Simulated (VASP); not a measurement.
These are PBE GGA, VASP's PBE PAW potentials (set 64) (plane waves; VASP) values and carry that method's errors.

VASP input:

File POSCAR:
```
Ni3Si
1
    3.5050560000     0.0000000000     0.0000000000
    0.0000000000     3.5949610000     0.0000000000
    0.0000000000     0.0000000000     3.6058960000
Si Ni
1 3
Direct
  0.0000000000   0.0000000000   0.0000000000
  0.0000000000   0.5000000000   0.5000000000
  0.5000000000   0.0000000000   0.5000000000
  0.5235490000   0.5000000000   0.0000000000
```

INCAR:
```
SYSTEM = Ni3Si
PREC = Accurate
ENCUT = 400
EDIFF = 1E-6
NELM = 100
ALGO = Normal
LREAL = .FALSE.
LASPH = .TRUE.
ISMEAR = 0
SIGMA = 0.2
GGA = PE
LMAXMIX = 4
LWAVE = .FALSE.
LCHARG = .FALSE.
ISIF = 2
```

**KPOINTS**
```
Regular mesh
0
G
8 8 8
0 0 0
```

POTCAR, in this order: Si Ni (PBE.64 set). Program: vasp_std.

The run wrote:

**OSZICAR**
```
       N       E                     dE             d eps       ncg     rms          rms(c)
DAV:   1     0.177018149741E+03    0.17702E+03   -0.13309E+04  5258   0.176E+03
DAV:   2    -0.176687180204E+02   -0.19469E+03   -0.18778E+03  5260   0.341E+02
DAV:   3    -0.269982529464E+02   -0.93295E+01   -0.89276E+01  5838   0.980E+01
DAV:   4    -0.272301427974E+02   -0.23189E+00   -0.23089E+00  6157   0.138E+01
DAV:   5    -0.272383904285E+02   -0.82476E-02   -0.82452E-02  6291   0.247E+00    0.186E+01
DAV:   6    -0.275753690626E+02   -0.33698E+00   -0.58516E+01  6003   0.123E+02    0.182E+01
DAV:   7    -0.236351302994E+02    0.39402E+01   -0.17195E+01  5829   0.689E+01    0.367E+00
DAV:   8    -0.236581857754E+02   -0.23055E-01   -0.89919E-01  7282   0.153E+01    0.282E+00
DAV:   9    -0.236286878366E+02    0.29498E-01   -0.27549E-01  7130   0.196E+01    0.202E+00
DAV:  10    -0.235978999475E+02    0.30788E-01   -0.64596E-02  7137   0.848E+00    0.484E-01
DAV:  11    -0.235979001315E+02   -0.18396E-06   -0.10379E-02  7713   0.220E+00    0.459E-01
DAV:  12    -0.235964303011E+02    0.14698E-02   -0.38406E-03  7477   0.219E+00    0.130E-01
DAV:  13    -0.235964171561E+02    0.13145E-04   -0.49511E-04  7534   0.514E-01    0.367E-02
DAV:  14    -0.235964102202E+02    0.69359E-05   -0.53887E-05  5862   0.115E-01    0.137E-02
DAV:  15    -0.235964067246E+02    0.34956E-05   -0.54000E-06  6279   0.323E-02    0.520E-03
DAV:  16    -0.235964065191E+02    0.20557E-06   -0.84608E-07  3135   0.147E-02
   1 F= -.23596407E+02 E0= -.23575282E+02  d E =-.422490E-01
```

OUTCAR:
```
------------------------ aborting loop because EDIFF is reached ----------------------------------------
  FORCE on cell =-STRESS in cart. coord.  units (eV):
  Direction    XX          YY          ZZ          XY          YZ          ZX
  --------------------------------------------------------------------------------------
  Total       -2.1122456     -3.0607798     -3.1316595      0.0000000      0.0000000      0.0000000
  in kB      -74.4822273   -107.9295391   -110.4289085      0.0000000      0.0000000      0.0000000
  external PRESSURE =     -97.6135583 kB  Pullay stress =       0.0000000 kB
  volume of cell :       45.44
      direct lattice vectors                 reciprocal lattice vectors
     3.505056000  0.000000000  0.000000000     0.285302146  0.000000000  0.000000000
     0.000000000  3.594961000  0.000000000     0.000000000  0.278167134  0.000000000
     0.000000000  0.000000000  3.605896000     0.000000000  0.000000000  0.277323583
 POSITION                                       TOTAL-FORCE (eV/Angst)
 -----------------------------------------------------------------------------------
      0.00000      0.00000      0.00000         0.177478      0.000000      0.000000
      0.00000      1.79748      1.80295         0.440997      0.000000      0.000000
      1.75253      0.00000      1.80295        -0.041656      0.000000      0.000000
      1.83507      1.79748      0.00000        -0.576819      0.000000      0.000000
 -----------------------------------------------------------------------------------
    total drift:                                0.000072     -0.000000      0.000011
  FREE ENERGIE OF THE ION-ELECTRON SYSTEM (eV)
  ---------------------------------------------------
  free  energy   TOTEN  =       -23.5964065191 eV

  energy  without entropy=      -23.5541575277  energy(sigma->0) =      -23.57528202
```
(Selected blocks of OUTCAR.)

The compound is Ni3Si in the L1_2 structure. The cell was not relaxed at this level, atoms are displaced from their ideal sites. The run is one of a series of settings (ISMEAR = 0, SIGMA = 0.2 against the base run), some of them coarse on purpose. The run is not spin-polarised, so no magnetic state was tried.
